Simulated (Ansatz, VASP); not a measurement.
# AlCo in two plane-wave programs

Wanted: the spread between two codes on one cell, functional and k mesh. The cell is taken from a series of runs on this material, whose earlier steps may have relaxed, scaled, displaced or heated it; both programs get it as it stands.

Calculated with Ansatz 0.2.0; plane waves, with VASP 6.6.1 beside it; zone-centre phonons at PBEsol.

## 1. Starting point

It takes space group Pm-3m (No. 221, cubic). The conventional cell has a = 2.841 Å, b = 2.841 Å, c = 2.841 Å, α = 90.00°, β = 90.00°, γ = 90.00°. Nearest to Al lie 8 Co at 2.46 Å. Nearest to Co lie 8 Al at 2.46 Å. Farther neighbours are not listed.

## 2. VASP: zone-centre phonons, PBEsol, pair 1

Second derivatives magnify differences that forces hide, and they need a tight electronic threshold.

Lines of VASP's logs that name or quote its potential files are left out, and so is its time.

The input, INCAR:

```
SYSTEM = AlCo
PREC = Accurate
ENCUT = 600
EDIFF = 1E-08
NELM = 120
ISMEAR = 1
SIGMA = 0.2
LREAL = .FALSE.
ALGO = Normal
GGA = PS
NBANDS = 12
LASPH = .TRUE.
LORBIT = 11
LWAVE = .FALSE.
LCHARG = .FALSE.
ISIF = 2
IBRION = 8
GGA_COMPAT = .FALSE.
KPAR = 2
```

The input, POSCAR:

```
AlCo
1.0
    2.8408995986      0.0000000000      0.0000000000
    0.0000000000      2.8408995986      0.0000000000
    0.0000000000      0.0000000000      2.8408995986
Al Co
1 1
Direct
    0.0000000000      0.0000000000      0.0000000000
    0.5000000000      0.5000000000      0.5000000000
```

The input, KPOINTS:

```
Automatic mesh
0
Gamma
16 16 16
0 0 0
```

PAW data sets: Al and Co (PBE family, release 64).

Launch:

```bash
$ mpirun -np 2 vasp_std
```

Numbers of over 12 decimals in the logs are rounded to 6 here.

The log of the run:

```text
[banner, memory and clock lines left out]
running    2 mpi-ranks, on    1 nodes
 distrk:  each k-point on    1 cores,    2 groups
 distr:  one band on    1 cores,    1 groups

 POSCAR found type information on POSCAR AlCo
 POSCAR found :  2 types and       2 ions
|                                                                             |
|               ----> ADVICE to this user running VASP <----                  |
|                                                                             |
|     You enforced a specific xc type in the INCAR file but a different       |
|     [... a line on the potential file left out ...]
|     I HOPE YOU KNOW WHAT YOU ARE DOING!                                     |
|                                                                             |

 LDA part: xc-table for (Slater+PW92), standard interpolation
 POSCAR, INCAR and KPOINTS ok, starting setup
 FFT: planning ... GRIDC
 FFT: planning ... GRID_SOFT
 FFT: planning ... GRID
 WAVECAR not read
 entering main loop
       N       E                     dE             d eps       ncg     rms          rms(c)
DAV:   1     0.392483429281E+02    0.39248E+02   -0.58576E+03  3984   0.118E+03
DAV:   2    -0.132032893421E+02   -0.52452E+02   -0.48445E+02  4088   0.191E+02
DAV:   3    -0.149587300580E+02   -0.17554E+01   -0.17382E+01  4760   0.411E+01
DAV:   4    -0.149860905023E+02   -0.27360E-01   -0.27351E-01  4508   0.460E+00
DAV:   6    -0.180520182855E+02   -0.30650E+01   -0.69591E+01  4380   0.113E+02    0.185E+01
DAV:   7    -0.131209426087E+02    0.49311E+01   -0.32322E+01  4416   0.721E+01    0.193E+00
DAV:   8    -0.130901456332E+02    0.30797E-01   -0.21317E-01  4364   0.373E+00    0.119E+00
DAV:   9    -0.130758898645E+02    0.14256E-01   -0.22161E-02  5280   0.187E+00    0.326E-01
DAV:  10    -0.130753408027E+02    0.54906E-03   -0.48374E-04  4524   0.175E-01    0.140E-01
DAV:  11    -0.130753197947E+02    0.21008E-04   -0.22194E-05  4948   0.413E-02    0.121E-02
DAV:  12    -0.130753191133E+02    0.68138E-06   -0.21192E-06  5296   0.158E-02    0.552E-03
DAV:  13    -0.130753190519E+02    0.61406E-07   -0.20877E-07  4456   0.363E-03    0.135E-03
DAV:  14    -0.130753190840E+02   -0.32113E-07   -0.72213E-09  3004   0.842E-04    0.194E-04
DAV:  15    -0.130753190960E+02   -0.12018E-07   -0.11087E-09  2280   0.382E-04    0.475E-05
DAV:  16    -0.130753190964E+02   -0.34277E-09   -0.27628E-10  2204   0.151E-04
   1 F= -.13075319E+02 E0= -.13075860E+02  d E =0.162316E-02
 Linear response reoptimize wavefunctions to high precision
DAV:   1    -0.130753190961E+02    0.33640E-09   -0.65118E-11  2288   0.946E-05
DAV:   2    -0.130753190961E+02    0.00000E+00   -0.22166E-11  2192   0.436E-05
 Linear response DOF=           2
 Linear response progress:
  Degree of freedom:   1/  2
       N       E                     dE             d eps       ncg     rms          rms(c)
RMM:   1    -0.596609781589E-02   -0.59661E-02    0.18358E-03 21608   0.624E-01
RMM:   2    -0.568573147398E-02    0.28037E-03   -0.11992E-04 14605   0.221E-01    0.592E-02
RMM:   3    -0.567434420255E-02    0.11387E-04   -0.11246E-04 15719   0.814E-02    0.291E-02
RMM:   4    -0.575159672375E-02   -0.77253E-04   -0.43752E-05 15719   0.486E-02    0.591E-03
RMM:   5    -0.575757236474E-02   -0.59756E-05   -0.27215E-06 16025   0.122E-02    0.223E-03
RMM:   6    -0.575911095129E-02   -0.15386E-05   -0.16362E-07 14871   0.398E-03    0.130E-03
RMM:   7    -0.575919998902E-02   -0.89038E-07   -0.35976E-08 14461   0.228E-03    0.612E-04
RMM:   8    -0.575906341732E-02    0.13657E-06   -0.58039E-09 17011   0.673E-04    0.317E-04
RMM:   9    -0.575940382944E-02   -0.34041E-06    0.90747E-11 17085   0.179E-04    0.104E-05
RMM:  10    -0.575937194868E-02    0.31881E-07   -0.38213E-11 17310   0.524E-05    0.203E-05
RMM:  11    -0.575938841814E-02   -0.16469E-07    0.81223E-11 16892   0.176E-05    0.470E-06
RMM:  12    -0.575938561473E-02    0.28034E-08    0.80113E-11 17008   0.825E-06    0.482E-07
 first order change of Fermi-energy   0.36843E-04
 force on displaced ion       1 direction 1 :  -7.375  -0.000  -0.000
 Linear response progress:
  Degree of freedom:   2/  2
       N       E                     dE             d eps       ncg     rms          rms(c)
RMM:   1    -0.167729805984E+00   -0.16773E+00   -0.10504E-01 14548   0.258E+00
RMM:   2    -0.167453598629E+00    0.27621E-03   -0.25940E-03 14561   0.530E-01    0.166E-01
RMM:   3    -0.167377968610E+00    0.75630E-04   -0.17282E-04 15263   0.110E-01    0.993E-02
RMM:   4    -0.167733954858E+00   -0.35599E-03   -0.21895E-04 16130   0.112E-01    0.776E-03
RMM:   5    -0.167706726128E+00    0.27229E-04   -0.56231E-06 16504   0.255E-02    0.649E-03
RMM:   6    -0.167693493976E+00    0.13232E-04   -0.52890E-07 14609   0.875E-03    0.431E-03
RMM:   7    -0.167650317131E+00    0.43177E-04   -0.14836E-07 15630   0.437E-03    0.228E-04
RMM:   8    -0.167649459629E+00    0.85750E-06   -0.13990E-08 17498   0.862E-04    0.129E-04
RMM:   9    -0.167650422360E+00   -0.96273E-06   -0.20552E-09 17306   0.324E-04    0.448E-05
RMM:  10    -0.167650049773E+00    0.37259E-06   -0.89054E-10 17446   0.106E-04    0.113E-05
RMM:  12    -0.167650005461E+00   -0.49579E-08   -0.79591E-10 17782   0.203E-05    0.954E-07
 first order change of Fermi-energy   0.30114E-02
 force on displaced ion       2 direction 1 :  -7.373   0.000  -0.000
 Linear response finished
```

From OUTCAR (step 2):

```text
ion  position               nearest neighbor table
   1  0.000  0.000  0.000-   2 2.46   2 2.46   2 2.46   2 2.46   2 2.46   2 2.46   2 2.46   2 2.46

  LATTYP: Found a simple cubic cell.
 ALAT       =     2.8408995986

 Subroutine GETGRP returns: Found 48 space group operations
 (whereof 48 operations were pure point group operations)

The static configuration has the point symmetry O_h .

 Found    165 irreducible k-points:

   k-points           NKPTS =    165   k-points in BZ     NKDIM =    165   number of bands    NBANDS=     12

   dimension x,y,z NGX =    24 NGY =   24 NGZ =   24
   dimension x,y,z NGXF=    48 NGYF=   48 NGZF=   48

   ENCUT  =  600.0 eV  44.10 Ry    6.64 a.u.   5.67  5.67  5.67*2*pi/ulx,y,z

   NELECT =      12.0000    total number of electrons

 k-points in reciprocal lattice and weights: Automatic mesh
   0.00000000  0.00000000  0.00000000       0.000
   0.06250000  0.00000000  0.00000000       0.001
   0.12500000  0.00000000  0.00000000       0.001
   0.18750000  0.00000000  0.00000000       0.001
   0.25000000  0.00000000  0.00000000       0.001
   0.31250000  0.00000000  0.00000000       0.001
   0.37500000  0.00000000  0.00000000       0.001
   0.43750000  0.00000000  0.00000000       0.001
   0.50000000  0.00000000  0.00000000       0.001
[...]
0.50000000  0.50000000  0.43750000       0.001
   0.50000000  0.50000000  0.50000000       0.000

 average (electrostatic) potential at core
       1 -68.8135       2 -77.5039

  Total       -0.5147499     -0.5147499     -0.5147499      0.0000000      0.0000000     -0.0000000
  in kB      -35.9698979    -35.9698979    -35.9698979      0.0000000      0.0000000     -0.0000000
  external PRESSURE =     -35.9698979 kB  Pullay stress =       0.0000000 kB

  energy-cutoff  :      600.00
  volume of cell :       22.93
      direct lattice vectors                 reciprocal lattice vectors
     2.840899599  0.000000000  0.000000000     0.352001176  0.000000000  0.000000000
     0.000000000  2.840899599  0.000000000     0.000000000  0.352001176  0.000000000
     0.000000000  0.000000000  2.840899599     0.000000000  0.000000000  0.352001176

 POSITION                                       TOTAL-FORCE (eV/Angst)
 -----------------------------------------------------------------------------------
      0.00000      0.00000      0.00000         0.000000      0.000000      0.000000
      1.42045      1.42045      1.42045         0.000000      0.000000      0.000000
 -----------------------------------------------------------------------------------
    total drift:                                0.000000     -0.000000     -0.000000

 Eigenvectors and eigenvalues of the dynamical matrix
 ----------------------------------------------------

   1 f  =    9.868275 THz    62.004199 2PiTHz  329.170216 cm-1    40.811887 meV
             X         Y         Z           dx          dy          dz
      0.000000  0.000000  0.000000     0.828258   -0.000000   -0.000000
      1.420450  1.420450  1.420450    -0.560346    0.000000    0.000000

   2 f  =    9.868275 THz    62.004199 2PiTHz  329.170216 cm-1    40.811887 meV
             X         Y         Z           dx          dy          dz
      0.000000  0.000000  0.000000    -0.000000    0.828258   -0.000000
      1.420450  1.420450  1.420450    -0.000000   -0.560346    0.000000

   3 f  =    9.868275 THz    62.004199 2PiTHz  329.170216 cm-1    40.811887 meV
             X         Y         Z           dx          dy          dz
      0.000000  0.000000  0.000000    -0.000000   -0.000000   -0.828258
      1.420450  1.420450  1.420450     0.000000    0.000000    0.560346

   4 f/i=    0.000622 THz     0.003910 2PiTHz    0.020756 cm-1     0.002573 meV
             X         Y         Z           dx          dy          dz
      0.000000  0.000000  0.000000     0.560346    0.000000    0.000000
      1.420450  1.420450  1.420450     0.828258   -0.000000    0.000000

   5 f/i=    0.000622 THz     0.003910 2PiTHz    0.020756 cm-1     0.002573 meV
             X         Y         Z           dx          dy          dz
      0.000000  0.000000  0.000000    -0.000000    0.560346   -0.000000
      1.420450  1.420450  1.420450    -0.000000    0.828258    0.000000

   6 f/i=    0.000622 THz     0.003910 2PiTHz    0.020756 cm-1     0.002573 meV
             X         Y         Z           dx          dy          dz
      0.000000  0.000000  0.000000    -0.000000   -0.000000   -0.560346
      1.420450  1.420450  1.420450     0.000000    0.000000   -0.828258

 ELASTIC MODULI CONTR FROM IONIC RELAXATION (kBar)
 Direction    XX          YY          ZZ          XY          YZ          ZX
 --------------------------------------------------------------------------------
 XX           0.0000      0.0000      0.0000      0.0000      0.0000      0.0000
 YY           0.0000      0.0000      0.0000      0.0000      0.0000      0.0000
 ZZ           0.0000      0.0000      0.0000      0.0000      0.0000      0.0000
 XY           0.0000      0.0000      0.0000      0.0000      0.0000      0.0000
 YZ           0.0000      0.0000      0.0000      0.0000      0.0000      0.0000
 ZX           0.0000      0.0000      0.0000      0.0000      0.0000      0.0000
 --------------------------------------------------------------------------------
```

This run has no spin polarisation, so a moment on Co, if there is one, isn't seen.

## 3. Ansatz: zone-centre phonons, PBEsol, pair 1

Ansatz runs on its PAW soft_1 files.

The same cell, functional, mesh and smearing now go to Ansatz, which takes its cutoff from its data sets.

The input, input.yaml:

```yaml
crystal:
  lattice:
    - [2.8408995986, 0.0, 0.0]
    - [0.0, 2.8408995986, 0.0]
    - [0.0, 0.0, 2.8408995986]
  atoms:
    - { symbol: Al, position: [0.0, 0.0, 0.0] }
    - { symbol: Co, position: [0.5, 0.5, 0.5] }
kpoints:
  mp_grid: { grid: [16, 16, 16] }
hamiltonian:
  xc: pbesol
  pseudopotentials: { kind: paw, azcp: { folder: soft_1 }, xc_functional: pbe }
scf:
  occupations: { method: methfessel_paxton, width: 0.2 }
output:
  eigenvalues: true
phonons:
  method: dfpt
```

Launch:

```bash
$ ansatz run input.yaml --threads 4 --pin off --max-ram 10240MiB --backend cpu --events-out ev --progress --plain --runs-dir out
```

The log of the run:

```text
Engine: ansatz 0.2.0, x86_64-unknown-linux-gnu
Pseudopotentials: kind: paw
Pseudopotential: Al, paw, valence charge 3, recommended cutoff 420 eV (normal), soft_1/Al.paw.azcp
Pseudopotential: Co, paw, valence charge 17, recommended cutoff 420 eV (normal), soft_1/Co.paw.azcp
Functional definition: PBEsol
  exchange = pbesol_x
  correlation = pbesol_c
Crystal: 2 atoms, lattice volume = 22.928 Å³
Basis set: ecut = 420 eV, 461 PW (Γ), exchange–correlation on 40×40×40 points (8 copies of the dense FFT grid, shifted against one another)
Bands: 14, of which v1, the nominal top of the filled ones, is band 10 counted from 1 (9 counted from 0)
Symmetry: 48 space group operations
k-points: 405 of 4096 (irreducible under 8 space group operations, time reversal used)
Non-local potential: Al, projectors of the file, l = 0: 2, l = 1: 2, l = 2: 1
Non-local potential: Co, projectors of the file, l = 0: 3, l = 1: 2, l = 2: 3, l = 3: 1
PAW form: soft (Blöchl's): semilocal exchange-correlation on the pseudo side does not see the compensation charge
PAW frozen core: Al, regenerated for the run's functional, and the local potential with it (the file was generated under x = pbe(κ = 0.804, μ = 0.219515), c = pbe(β = 0.066725))
PAW frozen core: Co, regenerated for the run's functional, and the local potential with it (the file was generated under x = pbe(κ = 0.804, μ = 0.219515), c = pbe(β = 0.066725))
PAW one-centre angular grid: Al, 110 points (default); XC on 64 Gauss nodes
PAW one-centre angular grid: Co, 590 points (default); XC on 64 Gauss nodes
Initial density: superposition of atomic densities (chi_scale 0.1, normalization cell, long waves kept (reshape's long-wave potential 0.00 eV rms))
Initial wavefunctions: pseudopotential atomic-orbital guess
Functional: x = pbesol(κ = 0.804, μ = 0.123457), c = pbesol(β = 0.046)
SCF iter   1: F=—  HF=-5618.997160 eV  |F-HF|=—  |Δ(HF+E_count)|=         —  Δρ=7.33e-2  dr2=1.06e0  ethr=3.10e-3  ⟨swp⟩=4.0  Hψ=25783  notcnv=0
preconditioner: auto → none  [metal: Δε(μ)=0.008 eV  Ē_g=8.557 eV  σ=0.200 eV  W_gap=0.03  n_scr=6 (ndim 8)  ℏωp=26.9 eV  f_vac=0.000  D(μ)=0.97/eV (n_scr^D=6)  sad-step TF]
SCF iter   2: F=—  HF=-5618.984083 eV  |F-HF|=—  |Δ(HF+E_count)|=   1.31e-2  S|Δr|=    0.00e0  Δρ=7.83e-2  dr2=1.24e0  ethr=3.10e-3  ⟨swp⟩=1.0  Hψ=8910  notcnv=0
SCF iter   3: F=—  HF=-5618.780046 eV  |F-HF|=—  |Δ(HF+E_count)|=   2.04e-1  S|Δr|=    0.00e0  Δρ=1.26e-2  dr2=3.19e-2  ethr=3.10e-3  ⟨swp⟩=2.4  Hψ=8303  notcnv=0
SCF iter   4: F=—  HF=-5618.772660 eV  |F-HF|=—  |Δ(HF+E_count)|=   7.39e-3  S|Δr|=    0.00e0  Δρ=7.44e-4  dr2=5.05e-5  ethr=1.59e-4  ⟨swp⟩=1.3  Hψ=8874  notcnv=0  defer=10
SCF iter   5: F=—  HF=-5618.772678 eV  |F-HF|=—  |Δ(HF+E_count)|=   1.81e-5  S|Δr|=    0.00e0  Δρ=3.74e-4  dr2=1.91e-5  ethr=2.52e-7  ⟨swp⟩=2.0  Hψ=9754  notcnv=0  defer=10
SCF iter   6: F=—  HF=-5618.772678 eV  |F-HF|=—  |Δ(HF+E_count)|=   3.18e-9  S|Δr|=    0.00e0  Δρ=3.25e-5  dr2=1.19e-7  ethr=9.55e-8  ⟨swp⟩=2.1  Hψ=7198  notcnv=0  defer=10
SCF iter   7: F=—  HF=-5618.772666 eV  |F-HF|=—  |Δ(HF+E_count)|=   1.20e-5  S|Δr|=    0.00e0  Δρ=1.64e-6  dr2=4.59e-10  ethr=5.93e-10  ⟨swp⟩=2.4  Hψ=8236  notcnv=0  defer=10
SCF iter   8: F=-5618.772666 eV  HF=-5618.772666 eV  |F-HF|=9.09e-13  |Δ(HF+E_count)|=  5.82e-11  S|Δr|=    0.00e0  Δρ=1.59e-7  dr2=3.33e-12  ethr=1.00e-12  ⟨swp⟩=3.8  Hψ=27034  notcnv=0
SCF 1 converged in 8 iterations: F = -5618.772666 eV  dr2 = 3.33e-12
  greatest PAW one-centre occupation: 1.001 electrons in one spin orbital (limit 2), on the Co atom at site 1 (counted from 0), in its partial waves of l = 1
DFPT response loops at Γ: preconditioner auto → Kerker (q_TF=auto, 2.667 Å⁻¹) (partly filled bands, converged f_vac=0.000); β = 1.00, the filter's whole step (`scf.mixing.beta` (0.50) is not read by the response loops under this deck's `scf.mixing.preconditioner`; to damp them name `kerker` or `kerker_dos`, under which they read `scf.mixing.beta`, and type it under 1.00, their step now; both keys bind the ground state too); Broyden in place of MSR1
SCF converged after 8 iterations
Stability not checked: this state was not tested for a lower state beside it, because cold or Methfessel-Paxton smearing, or corrected tetrahedra, fill the levels in a way that the test cannot read (fill_not_monotonic; see scf.lower_state_search)
Free energy (F): -5618.772666 eV
Harris-Foulkes:  -5618.772666 eV  (|F-HF|=9.09e-13)
Internal energy: -5618.774371 eV  (E = F + TS)
E sigma→0 (E₀):  -5618.773092 eV
Entropy (-TS):   0.001704 eV (0.852 meV/atom)
Fermi energy:    14.513722 eV
Step filling:    the computed levels leave a gap of 0.0022 eV = 0.0 smearing widths at the electron count; against every level under it full and every level over it empty, smearing changes F+E_penalty+E_count by +0.701 meV and its σ→0 estimate by +0.275 meV
--- Per-component energies (eV) ---
  E_band       = -282.447673
  E_kinetic    = 322.391742
  E_local      = -3481.042960  (includes V_loc(G=0)·N_el)
  E_nonlocal   = 449.986669
  E_hartree    = 1571.687376
  E_xc         = -131.390654
  E_vxc        = -150.771978  (∫ρ·V_xc dr)
  E_paw        = -2000.484218  (= ΣΔE_a)
  E_vpaw       = -566.385886  (= ΣTr[D̂ρ^β])
  E_aug_tail   = -0.000060  (compensation charges beyond the density's cutoff)
  E_ewald      = -2350.129824
  E_core_change = 0.207559  (= ΣΔE_core)
  E_smearing   = 0.001704  (= −TS)
  E_closure    = -0.000000  (closes the sum)
  Σ components = -5618.772666   (vs F -5618.772666, Δ=0.00e0)
--- Band table (eV; the first three rows and the last of 405) ---
  k-point 0: bands = [... 6 lower, 11.4636, 13.6793, 13.6793, 13.6793, 20.4892, 20.4892, 20.4892, 23.2638]
  k-point 1: bands = [... 6 lower, 11.4846, 13.6378, 13.6378, 13.6836, 19.7455, 20.5939, 20.5939, 23.2527]
  k-point 2: bands = [... 6 lower, 11.5451, 13.5240, 13.5240, 13.6961, 18.4178, 20.8981, 20.8981, 23.2198]
  k-point 404: bands = [... 6 lower, 10.5206, 14.2905, 14.2905, 16.8369, 16.8369, 16.8369, 18.7199, 19.9306]
--- Phonons (Γ-DFPT): 2 representative perturbations + reference, on 405 of 4096 k-points (Σ response iterations 6) ---
  k mesh reduced under 8 symmetry operations, with k and −k counted as one. Each operation leaves every solved perturbation unchanged. A smaller set is not used because it would not reduce the number of displacements times k-points to solve
  ASR residual: 4.713e-5 → 0.000e0 eV/Å²; symmetrization residual: 1.499e-6 eV/Å²
  ASR residual per site (eV/Å²): 2.33e-5 4.71e-5
  Γ frequencies (cm⁻¹): 0.00 0.00 0.00 327.95 327.95 327.95
  non-analytic LO–TO correction: not included (Born effective charges unavailable; polar crystals: no LO–TO splitting at Γ)
```

The column dr2 measures how far the density is from self-consistency, as an energy; F and HF (Harris–Foulkes) agree once it is small.

## 4. Side by side

Known differences besides the potentials themselves: the data sets hold 20 valence electrons in Ansatz (on its PAW soft_1 files) and 12 in VASP; the cutoff is 420 eV in Ansatz and 600 eV in VASP; Ansatz makes its cores anew for this functional, VASP keeps those of its PBE data sets. Total energies have different zeros and are not compared.

The two programs side by side:

| quantity | Ansatz | VASP | difference |
| --- | --- | --- | --- |
| optical mode 1 to 3 (cm⁻¹) | 327.9 | 329.2 | -0.37 % |

Modes are paired by rising frequency, not by their patterns, so a pair may set unlike modes beside each other; they are those without the splitting of longitudinal modes.

[end of part 1 of 2]

[Lines on the potential files, build, host, timing and source positions are cut from VASP's logs without a mark.]

[Logs are printed without paths, hosts, clocks, repeated set-up lines and the standing remarks that a program may print on its own settings, such as how far it seeks lower states.]

[Hosts, paths, dates, database ids (printed as entryN), source tags and the programs' standing remarks are cut or masked in the printed files.]
